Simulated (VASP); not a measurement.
## YSe: phonons from a supercell

Aim: the phonon dispersion and thermal properties of YSe. The start is a cell from a database of measured crystal structures.

Calculated with VASP 6.6.1; PBEsol; plane waves and PAW (Y_sv, Se).

**1. Set-up**

Symmetry: Fm-3m, No. 225, cubic system. Conventional cell: a = 5.703 Å, b = 5.703 Å, c = 5.703 Å, α = 90.00°, β = 90.00°, γ = 90.00°. Nearest to Y lie 6 Se at 2.85 Å. Nearest to Se lie 6 Y at 2.85 Å. Farther neighbours and most contacts between anions are not listed.

Coordinates:

```xyz
2
Lattice="0.0000 2.8515 2.8515 2.8515 0.0000 2.8515 2.8515 2.8515 0.0000" Properties=species:S:1:pos:R:3 pbc="T T T"
Y     2.8515    2.8515    2.8515
Se    0.0000    0.0000    0.0000
```

**2. Relax the host**

Cell and atoms are relaxed first, so that later runs start from this functional's own cell.

INCAR

```
SYSTEM = YSe
PREC = Accurate
ENCUT = 350
EDIFF = 1E-06
NELM = 120
ISMEAR = 0
SIGMA = 0.05
LREAL = .FALSE.
ALGO = Normal
GGA = PS
NBANDS = 14
LASPH = .TRUE.
LORBIT = 11
LWAVE = .FALSE.
LCHARG = .FALSE.
KPAR = 4
IBRION = 2
NSW = 40
ISIF = 3
EDIFFG = -0.02
POTIM = 0.4
```

POSCAR

```
YSe
1.0
    0.0000000000      2.8515000000      2.8515000000
    2.8515000000      0.0000000000      2.8515000000
    2.8515000000      2.8515000000      0.0000000000
Y Se
1 1
Direct
    0.5000000000      0.5000000000      0.5000000000
    0.0000000000      0.0000000000      0.0000000000
```

KPOINTS

```
Automatic mesh
0
Gamma
6 6 6
0 0 0
```

The projector-augmented-wave data sets are Y_sv and Se (PBE family, release 64).

Started as:

```
$ mpirun -np 4 vasp_std
```

What it wrote:

```text
[banner, memory and clock lines left out]
running    4 mpi-ranks, on    1 nodes
 distrk:  each k-point on    1 cores,    4 groups
 distr:  one band on    1 cores,    1 groups

 POSCAR found type information on POSCAR Y Se
 POSCAR found :  2 types and       2 ions
|                                                                             |
|               ----> ADVICE to this user running VASP <----                  |
|                                                                             |
|     You enforced a specific xc type in the INCAR file but a different       |
|     [... a line on the potential file left out ...]
|     I HOPE YOU KNOW WHAT YOU ARE DOING!                                     |
|                                                                             |

 LDA part: xc-table for (Slater+PW92), standard interpolation
 POSCAR, INCAR and KPOINTS ok, starting setup
 FFT: planning ... GRIDC
 FFT: planning ... GRID_SOFT
 FFT: planning ... GRID
 WAVECAR not read
 entering main loop
       N       E                     dE             d eps       ncg     rms          rms(c)
DAV:   1     0.441191614208E+02    0.44119E+02   -0.64566E+03   456   0.827E+02
DAV:   2    -0.119016285249E+02   -0.56021E+02   -0.52444E+02   648   0.183E+02
DAV:   3    -0.149896504816E+02   -0.30880E+01   -0.30624E+01   682   0.331E+01
DAV:   4    -0.150409014984E+02   -0.51251E-01   -0.51246E-01   556   0.391E+00
DAV:   5    -0.150418635427E+02   -0.96204E-03   -0.96201E-03   592   0.365E-01    0.250E+01
DAV:   6    -0.144792320371E+02    0.56263E+00   -0.91196E-01   536   0.587E+00    0.179E+01
DAV:   7    -0.144239695684E+02    0.55262E-01   -0.55155E-01   658   0.464E+00    0.443E+00
DAV:   8    -0.144067018090E+02    0.17268E-01   -0.12181E-01   526   0.226E+00    0.328E-01
DAV:   9    -0.144059560345E+02    0.74577E-03   -0.76086E-03   508   0.596E-01    0.112E-01
DAV:  10    -0.144059302886E+02    0.25746E-04   -0.32288E-04   520   0.155E-01    0.104E-01
DAV:  11    -0.144059374288E+02   -0.71402E-05   -0.41484E-05   572   0.527E-02    0.489E-02
DAV:  12    -0.144059352659E+02    0.21630E-05   -0.79121E-06   520   0.213E-02    0.673E-03
DAV:  13    -0.144059349792E+02    0.28661E-06   -0.69948E-07   290   0.618E-03
   1 F= -.14405935E+02 E0= -.14405519E+02  d E =-.144059E+02
 curvature:   0.00 expect dE= 0.000E+00 dE for cont linesearch  0.000E+00
 trial: gam= 0.00000 g(F)=  0.233E-59 g(S)=  0.160E-02 ort = 0.000E+00 (trialstep = 0.100E+01)
 search vector abs. value=  0.160E-02
 bond charge predicted
       N       E                     dE             d eps       ncg     rms          rms(c)
DAV:   1    -0.144149745658E+02   -0.90393E-02   -0.16973E-01   664   0.289E+00    0.756E-01
DAV:   2    -0.144079800360E+02    0.69945E-02   -0.14603E-02   594   0.904E-01    0.396E-01
DAV:   3    -0.144060487776E+02    0.19313E-02   -0.89858E-03   718   0.549E-01    0.303E-01
DAV:   4    -0.144063108766E+02   -0.26210E-03   -0.34774E-04   532   0.148E-01    0.978E-02
DAV:   5    -0.144063779868E+02   -0.67110E-04   -0.33308E-04   656   0.750E-02    0.223E-02
DAV:   6    -0.144063891892E+02   -0.11202E-04   -0.11821E-05   490   0.228E-02    0.105E-02
DAV:   7    -0.144063916488E+02   -0.24596E-05   -0.34415E-06   648   0.766E-03    0.436E-03
DAV:   8    -0.144063920961E+02   -0.44732E-06   -0.19130E-07   278   0.416E-03
   2 F= -.14406392E+02 E0= -.14405976E+02  d E =-.457117E-03
 trial-energy change:   -0.000457  1 .order   -0.000440   -0.001602    0.000721
 step:   0.6987(harm=  0.6895)  dis= 0.00000  next Energy=   -14.406500 (dE=-0.565E-03)
 bond charge predicted
       N       E                     dE             d eps       ncg     rms          rms(c)
DAV:   1    -0.144072820639E+02   -0.89042E-03   -0.15347E-02   670   0.869E-01    0.227E-01
DAV:   2    -0.144066496762E+02    0.63239E-03   -0.13512E-03   608   0.274E-01    0.121E-01
DAV:   3    -0.144064744843E+02    0.17519E-03   -0.81554E-04   724   0.165E-01    0.922E-02
DAV:   4    -0.144064956511E+02   -0.21167E-04   -0.33452E-05   526   0.457E-02    0.290E-02
DAV:   5    -0.144064994876E+02   -0.38365E-05   -0.31737E-05   656   0.236E-02    0.674E-03
DAV:   6    -0.144064999085E+02   -0.42086E-06   -0.11231E-06   416   0.704E-03
   3 F= -.14406500E+02 E0= -.14406084E+02  d E =-.564929E-03
 curvature:  -0.34 expect dE=-0.918E-09 dE for cont linesearch -0.918E-09
 trial: gam=-0.00129 g(F)=  0.868E-60 g(S)=  0.266E-08 ort = 0.207E-05 (trialstep = 0.940E+00)
 search vector abs. value=  0.100E-09
 reached required accuracy - stopping structural energy minimisation
```

Elapsed: 39 s, on 4 MPI ranks of AMD EPYC 7R43, shared host; peak memory 0.52 GiB.

Lines that name or quote the potential files are left out of all logs, and their timing lines are given in words.

OUTCAR, selected parts (step 2):

```text
ion  position               nearest neighbor table
   1  0.500  0.500  0.500-   2 2.85   2 2.85   2 2.85   2 2.85   2 2.85   2 2.85
   2  0.000  0.000  0.000-   1 2.85   1 2.85   1 2.85   1 2.85   1 2.85   1 2.85

  LATTYP: Found a face centered cubic cell.
 ALAT       =     5.7030000000

 Subroutine GETGRP returns: Found 48 space group operations
 (whereof 48 operations were pure point group operations)

The static configuration has the point symmetry O_h .

 Found     16 irreducible k-points:

   k-points           NKPTS =     16   k-points in BZ     NKDIM =     16   number of bands    NBANDS=     14

   dimension x,y,z NGX =    28 NGY =   28 NGZ =   28
   dimension x,y,z NGXF=    56 NGYF=   56 NGZF=   56

   ENCUT  =  350.0 eV  25.72 Ry    5.07 a.u.   6.15  6.15  6.15*2*pi/ulx,y,z

   NELECT =      17.0000    total number of electrons

 k-points in reciprocal lattice and weights: Automatic mesh
   0.00000000  0.00000000  0.00000000       0.005
   0.16666667  0.00000000  0.00000000       0.037
   0.33333333  0.00000000  0.00000000       0.037
   0.50000000  0.00000000  0.00000000       0.019
   0.16666667  0.16666667  0.00000000       0.028
   0.33333333  0.16666667  0.00000000       0.111
   0.50000000  0.16666667  0.00000000       0.111
  -0.33333333  0.16666667  0.00000000       0.111
  -0.16666667  0.16666667  0.00000000       0.056
[...]
-0.33333333  0.33333333  0.16666667       0.111
  -0.33333333  0.50000000  0.16666667       0.056

 average (electrostatic) potential at core
       1 -35.3037       2 -53.4879

 E-fermi :   6.0573

 k-point     1 :       0.0000    0.0000    0.0000
  band No.  band energies     occupation
    ...
      7       3.0820      2.00000
      8       3.0820      2.00000
      9       5.8114      2.00000
     10       5.8114      2.00000
     11       5.8114      2.00000
     12       6.6196      0.00000
     13       6.6196      0.00000
     14       6.8816      0.00000

 k-point     2 :       0.1667    0.0000    0.0000
  band No.  band energies     occupation
    ...
      5      -8.9094      2.00000
      6       1.6244      2.00000
      7       2.3607      2.00000
      8       2.3607      2.00000
      9       6.0335      1.50000
     10       6.2928      0.00000
     11       6.2928      0.00000
     12       7.8258      0.00000
     13       7.8258      0.00000
     14       8.4283      0.00000

 k-point     3 :       0.3333    0.0000    0.0000
  band No.  band energies     occupation
    ...
      4     -17.4364      2.00000
      5      -8.3410      2.00000
      6      -0.1639      2.00000
      7       1.4718      2.00000
      8       1.4718      2.00000
      9       6.6448      0.00000
     10       7.4479      0.00000
     11       7.4479      0.00000
     12       9.8200      0.00000
     13      10.1547      0.00000
    ...

  Total       -0.0002145     -0.0002145     -0.0002145      0.0000000     -0.0000000      0.0000000
  in kB       -0.0074616     -0.0074616     -0.0074616      0.0000000     -0.0000000      0.0000000
  external PRESSURE =      -0.0074616 kB  Pullay stress =       0.0000000 kB

  energy-cutoff  :      350.00
  volume of cell :       46.06
      direct lattice vectors                 reciprocal lattice vectors
     0.000000000  2.845105085  2.845105085    -0.175740433  0.175740433  0.175740433
     2.845105085 -0.000000000  2.845105085     0.175740433 -0.175740433  0.175740433
     2.845105085  2.845105085  0.000000000     0.175740433  0.175740433 -0.175740433

 POSITION                                       TOTAL-FORCE (eV/Angst)
 -----------------------------------------------------------------------------------
      2.84511      2.84511      2.84511         0.000000     -0.000000     -0.000000
      0.00000      0.00000      0.00000        -0.000000      0.000000      0.000000
 -----------------------------------------------------------------------------------
    total drift:                                0.000000      0.000000      0.000000

  FREE ENERGIE OF THE ION-ELECTRON SYSTEM (eV)
  ---------------------------------------------------
  free  energy   TOTEN  =       -14.4064999085 eV

  energy  without entropy=      -14.4056676789  energy(sigma->0) =      -14.40608379

 reached required accuracy - stopping structural energy minimisation

 total charge
# of ion       s       p       d       f       tot
--------------------------------------------------
    1        2.150   6.300   1.119   0.054   9.623
    2        1.430   2.484   0.046   0.000   3.960
--------------------------------------------------
tot          3.580   8.784   1.165   0.054  13.584

[... 3 further parts left out ...]
```

This run has no spin polarisation. Its electron count is odd, so without a moment it is a metal by construction. The k-mesh is coarse for a metal. The PAW data sets were made with PBE, which is usual practice but a small mismatch for other functionals. The run keeps the 48 symmetry operations of its start, so it cannot find a distortion of lower symmetry.

Relaxation path:

```tsv
step	energy less that of the first step (eV)	largest force (eV/Å)	pressure (GPa)	volume (Å³)
1	0.0000	0.0000	-0.57	46.37
2	-0.0005	0.0000	0.26	45.93
3	-0.0006	0.0000	0.00	46.06
```

```tsv
conventional cell, symmetrised	before	after	change
a (Å)	5.703	5.690	-0.2 %
b (Å)	5.703	5.690	-0.2 %
c (Å)	5.703	5.690	-0.2 %
volume (Å³/atom)	23.19	23.03	-0.7 %
```

Final coordinates:

```
Y Se
1.0
     0.00000    2.84511    2.84511
     2.84511    0.00000    2.84511
     2.84511    2.84511    0.00000
Y Se
1 1
Direct
  0.50000 0.50000 0.50000
  0.00000 0.00000 0.00000
```

This step gave:

* electronic cycles: 27
* electrons: 17
* free energy (TOTEN): -14.41 eV
* energy at zero smearing: -14.41 eV
* Fermi energy: 6.057 eV
* pressure: -7.46e-4 GPa
* labelled metallic, from the levels on this mesh: yes

The run ended after 3 ionic steps, 0.001 eV below its first step, once forces and stress met EDIFFG = -0.02.

**3. Tight relaxation**

Force constants are second derivatives, so residual forces and stress must first be far smaller than in an ordinary relaxation. Smearing and mesh differ from the relaxation before, which can move the cell too.

INCAR

```
SYSTEM = YSe
PREC = Accurate
ENCUT = 350
EDIFF = 1E-08
NELM = 120
ISMEAR = 1
SIGMA = 0.2
LREAL = .FALSE.
ALGO = Fast
GGA = PS
NBANDS = 14
LASPH = .TRUE.
LORBIT = 11
LWAVE = .FALSE.
LCHARG = .FALSE.
KPAR = 4
IBRION = 1
NSW = 30
ISIF = 3
EDIFFG = -0.002
POTIM = 0.4
```

POSCAR

```
YSe
1.0
    0.0000000000      2.8451050849      2.8451050849
    2.8451050849      0.0000000000      2.8451050849
    2.8451050849      2.8451050849      0.0000000000
Y Se
1 1
Direct
    0.5000000000      0.5000000000      0.5000000000
    0.0000000000      0.0000000000      0.0000000000
```

KPOINTS

```
Automatic mesh
0
Gamma
10 10 10
0 0 0
```

Started as:

```
$ mpirun -np 4 vasp_std
```

What it wrote:

```text
[banner, memory and clock lines left out]
running    4 mpi-ranks, on    1 nodes
 distrk:  each k-point on    1 cores,    4 groups
 distr:  one band on    1 cores,    1 groups

 POSCAR found type information on POSCAR Y Se
 POSCAR found :  2 types and       2 ions
 [... a notice as in an earlier step ...]

 LDA part: xc-table for (Slater+PW92), standard interpolation
 POSCAR, INCAR and KPOINTS ok, starting setup
 FFT: planning ... GRIDC
 FFT: planning ... GRID_SOFT
 FFT: planning ... GRID
 WAVECAR not read
 entering main loop
       N       E                     dE             d eps       ncg     rms          rms(c)
DAV:   1     0.452730153052E+02    0.45273E+02   -0.65596E+03  1316   0.828E+02
DAV:   2    -0.118569190010E+02   -0.57130E+02   -0.54153E+02  1850   0.189E+02
DAV:   3    -0.149496445158E+02   -0.30927E+01   -0.30770E+01  2056   0.335E+01
DAV:   4    -0.150038142744E+02   -0.54170E-01   -0.54165E-01  1568   0.404E+00
DAV:   5    -0.150043718410E+02   -0.55757E-03   -0.55755E-03  1736   0.368E-01    0.254E+01
RMM:   6    -0.144417317626E+02    0.56264E+00   -0.80040E-01  1363   0.421E+00    0.171E+01
RMM:   7    -0.144180284608E+02    0.23703E-01   -0.10506E+00  1458   0.488E+00    0.464E+00
RMM:   8    -0.143884591563E+02    0.29569E-01   -0.29348E-01  1395   0.280E+00    0.122E+00
RMM:   9    -0.143803928031E+02    0.80664E-02   -0.47652E-02  1482   0.107E+00    0.352E-01
RMM:  10    -0.143824435940E+02   -0.20508E-02   -0.13879E-02  1600   0.520E-01    0.607E-01
RMM:  11    -0.143814607788E+02    0.98282E-03   -0.24253E-03  1510   0.335E-01    0.305E-01
RMM:  12    -0.143812311881E+02    0.22959E-03   -0.10479E-03  1555   0.201E-01    0.193E-01
RMM:  13    -0.143812865889E+02   -0.55401E-04   -0.28550E-04  1638   0.813E-02    0.205E-01
RMM:  14    -0.143810925161E+02    0.19407E-03   -0.17512E-04  1487   0.108E-01    0.115E-01
RMM:  15    -0.143809982619E+02    0.94254E-04   -0.20219E-04  1488   0.989E-02    0.476E-02
RMM:  16    -0.143809992856E+02   -0.10237E-05   -0.43253E-05  1563   0.383E-02    0.291E-02
RMM:  17    -0.143809986814E+02    0.60418E-06   -0.15104E-05  1606   0.201E-02    0.172E-02
RMM:  18    -0.143809985261E+02    0.15534E-06   -0.11745E-05  1552   0.212E-02    0.200E-02
RMM:  19    -0.143809990603E+02   -0.53419E-06   -0.41394E-06  1582   0.937E-03    0.124E-02
RMM:  20    -0.143809987694E+02    0.29090E-06   -0.73271E-07  1542   0.420E-03    0.536E-03
 num prob  num prob  num prob  num prob  num prob  num prob  num prob  num prob  num prob WARNING in EDDRMM: call to ZHEGV failed, returncode =   6  3      5
 num prob RMM:  21    -0.143809987765E+02   -0.71436E-08   -0.29248E-07  1222   0.199E-03    0.400E-03
 num prob RMM:  22    -0.143809986032E+02    0.17331E-06   -0.20241E-07  1344   0.246E-03    0.138E-03
 num prob  num prob  num prob  num prob  num prob  num prob  num prob RMM:  23    -0.143809985344E+02    0.68826E-07   -0.11908E-07  1284   0.192E-03    0.151E-04
 num prob  num prob  num prob  num prob  num prob RMM:  24    -0.143809985352E+02   -0.80308E-09   -0.66945E-08   961   0.760E-04
   1 F= -.14380999E+02 E0= -.14380652E+02  d E =-.143810E+02
 BRION: g(F)=  0.103E-59 g(S)=  0.168E-07
 reached required accuracy - stopping structural energy minimisation
```

Run time: 60 s. Hardware: 4 MPI ranks; peak memory 0.57 GiB.

OUTCAR, selected parts (step 3):

```text
  LATTYP: Found a face centered cubic cell.
 ALAT       =     5.6902101698

The static configuration has the point symmetry O_h .

 Found     47 irreducible k-points:

   k-points           NKPTS =     47   k-points in BZ     NKDIM =     47   number of bands    NBANDS=     14

   ENCUT  =  350.0 eV  25.72 Ry    5.07 a.u.   6.14  6.14  6.14*2*pi/ulx,y,z

   NELECT =      17.0000    total number of electrons

 E-fermi :   6.0850

 k-point     1 :       0.0000    0.0000    0.0000
  band No.  band energies     occupation
    ...
      7       3.0744      2.00000
      8       3.0744      2.00000
      9       5.8164      2.06727
     10       5.8164      2.06727
     11       5.8164      2.06727
     12       6.6259     -0.00089
     13       6.6259     -0.00089
     14       6.9036     -0.00000

 k-point     2 :       0.1000    0.0000    0.0000
  band No.  band energies     occupation
    ...
      7       2.7557      2.00000
      8       2.7557      2.00000
      9       5.9369      1.94629
     10       6.0080      1.60121
     11       6.0080      1.60121
     12       7.1055     -0.00000
     13       7.1055     -0.00000
     14       7.5539     -0.00000

  Total        0.0005386      0.0005386      0.0005386     -0.0000000      0.0000000      0.0000000
  in kB        0.0187355      0.0187355      0.0187355     -0.0000000      0.0000000      0.0000000
  external PRESSURE =       0.0187355 kB  Pullay stress =       0.0000000 kB

  energy-cutoff  :      350.00
  volume of cell :       46.06
      direct lattice vectors                 reciprocal lattice vectors
     0.000000000  2.845105085  2.845105085    -0.175740433  0.175740433  0.175740433
     2.845105085  0.000000000  2.845105085     0.175740433 -0.175740433  0.175740433
     2.845105085  2.845105085  0.000000000     0.175740433  0.175740433 -0.175740433

  FREE ENERGIE OF THE ION-ELECTRON SYSTEM (eV)
  ---------------------------------------------------
  free  energy   TOTEN  =       -14.3809985352 eV

  energy  without entropy=      -14.3799582551  energy(sigma->0) =      -14.38065178

 total charge
# of ion       s       p       d       f       tot
--------------------------------------------------
    1        2.151   6.299   1.123   0.054   9.627
    2        1.430   2.482   0.047   0.000   3.958
--------------------------------------------------
tot          3.581   8.781   1.170   0.054  13.585

[... 5 parts as in an earlier step ...]

[... 6 further parts left out ...]
```

Little changed from the start: no atom moved by 0.005 Å and no cell edge by 0.1 %.

Numbers from this step:

```
electronic cycles       : 24
free energy (TOTEN)     : -14.38 eV
energy at zero smearing : -14.38 eV
Fermi energy            : 6.085 eV
pressure                : 0.001874 GPa
```

The start already met the threshold, so nothing moved.

(Continued in part 2 of 2.)

[Lines on the potential files, build, host, timing and source positions are cut from VASP's logs without a mark.]

[Logs are printed without paths, hosts, clocks, repeated set-up lines and the standing remarks that a program may print on its own settings, such as how far it seeks lower states.]

[Hosts, paths, dates, database ids (printed as entryN), source tags and the programs' standing remarks are cut or masked in the printed files.]

[Runs that stopped without an error message from VASP are left out.]
